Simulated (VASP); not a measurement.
Computed with LDA (Ceperley-Alder, Perdew-Zunger), VASP's LDA PAW potentials (set 64) (plane waves; VASP).

VASP ran on this input.

File POSCAR:
```
BaTiO3
1
    3.9408624169     0.0000000000     0.0000000000
    0.0000000000     3.9408624169     0.0000000000
    0.0000000000     0.0000000000     4.0043159176
Ba Ti O
1 1 3
Direct
  1.0000000000   0.0000000000   0.0003952610
  0.5000000000   0.5000000000   0.5143751258
  0.5000000000   0.5000000000   0.9775513573
  1.0000000000   0.5000000000   0.4858391279
  0.5000000000   0.0000000000   0.4858391279
```

INCAR:
```
LREAL=.FALSE.   # projection in real space or not
LORBIT=11   # lm-projected
LWAVE=.FALSE.
SIGMA=0.05   # width (eV)
SYSTEM=BaTiO3
LCHARG=.FALSE.
ALGO=Normal   # blocked Davidson
LASPH=.TRUE.
ICHARG=11   # fixed density
LMAXMIX=4   # l cut-off of mixed one-centre charges
EDIFF=1E-7
NELM=100   # most electronic steps
ENCUT=520
PREC=Accurate
ISMEAR=0
```

### KPOINTS
```
k-points along high-symmetry lines
10
Line-mode
Reciprocal
  0.000000   0.000000   0.000000 ! GAMMA
  0.000000   0.500000   0.000000 ! X

  0.000000   0.500000   0.000000 ! X
  0.500000   0.500000   0.000000 ! M

  0.500000   0.500000   0.000000 ! M
  0.000000   0.000000   0.000000 ! GAMMA

  0.000000   0.000000   0.000000 ! GAMMA
  0.000000   0.000000   0.500000 ! Z

  0.000000   0.000000   0.500000 ! Z
  0.000000   0.500000   0.500000 ! R

  0.000000   0.500000   0.500000 ! R
  0.500000   0.500000   0.500000 ! A

  0.500000   0.500000   0.500000 ! A
  0.000000   0.000000   0.500000 ! Z

  0.000000   0.500000   0.000000 ! X
  0.000000   0.500000   0.500000 ! R

  0.500000   0.500000   0.000000 ! M
  0.500000   0.500000   0.500000 ! A
```

POTCAR, in this order: Ba_sv Ti_sv O (LDA.64 set). Program: vasp_std. Read from the step before: CHGCAR.

Output of the run:

File OSZICAR:
```
       N       E                     dE             d eps       ncg     rms          rms(c)
DAV:   1     0.419021962641E+03    0.41902E+03   -0.21862E+04  4320   0.185E+03
DAV:   2     0.641717850085E+01   -0.41260E+03   -0.40498E+03  4840   0.484E+02
DAV:   3    -0.413394681205E+02   -0.47757E+02   -0.46168E+02  7080   0.143E+02
DAV:   4    -0.432781688025E+02   -0.19387E+01   -0.19374E+01  5400   0.277E+01
DAV:   5    -0.433566097746E+02   -0.78441E-01   -0.78440E-01  6248   0.420E+00
DAV:   6    -0.433573526448E+02   -0.74287E-03   -0.74284E-03  5512   0.446E-01
DAV:   7    -0.433573652881E+02   -0.12643E-04   -0.12643E-04  6384   0.554E-02
DAV:   8    -0.433573654956E+02   -0.20757E-06   -0.20756E-06  5592   0.562E-03
DAV:   9    -0.433573654997E+02   -0.40800E-08   -0.41012E-08  4040   0.762E-04
   1 F= -.43357365E+02 E0= -.43357365E+02  d E =-.482998E-17
```

File OUTCAR:
```
 val. band max:        3.8387854035   @ k =   0.5000   0.5000   0.5000

 cond. band min:       5.5891455112   @ k =   0.0000   0.0000   0.0000



 k-point     1 :       0.0000    0.0000    0.0000
  band No.  band energies     occupation
      1     -51.8713      2.00000
      2     -28.5558      2.00000
      3     -28.5068      2.00000
      4     -28.5068      2.00000
      5     -20.8467      2.00000
      6     -12.8798      2.00000
      7     -12.2111      2.00000
      8     -12.1627      2.00000
      9      -6.0971      2.00000
     10      -6.0607      2.00000
     11      -6.0607      2.00000
     12       1.4642      2.00000
     13       1.5007      2.00000
     14       1.5007      2.00000
     15       2.4554      2.00000
     16       2.4554      2.00000
     17       2.5746      2.00000
     18       3.4711      2.00000
     19       3.5080      2.00000
     20       3.5080      2.00000
     21       5.5891      0.00000
     22       5.8762      0.00000
     23       5.8762      0.00000
     24       8.1215      0.00000

 k-point     2 :       0.0000    0.0556    0.0000
  band No.  band energies     occupation
      1     -51.8712      2.00000
      2     -28.5558      2.00000
      3     -28.5089      2.00000
      4     -28.5067      2.00000
      5     -20.8423      2.00000
      6     -12.8817      2.00000
      7     -12.2099      2.00000
      8     -12.1614      2.00000
      9      -6.0915      2.00000
     10      -6.0548      2.00000
     11      -6.0452      2.00000
     12       1.4349      2.00000
     13       1.4611      2.00000
     14       1.4921      2.00000
     15       2.3935      2.00000
     16       2.4189      2.00000
     17       2.5610      2.00000
     18       3.3647      2.00000
     19       3.4717      2.00000
     20       3.5325      2.00000
     21       5.6651      0.00000
     22       5.8814      0.00000
     23       5.9089      0.00000
     24       8.1577      0.00000

...
```

The density is held fixed in this step, so its total energy and stress have no physical meaning. Unless said otherwise, spin-orbit coupling is left out, though it shifts the bands of the heavy elements here.

The compound is BaTiO3 in the tetragonal perovskite structure. It was relaxed first.
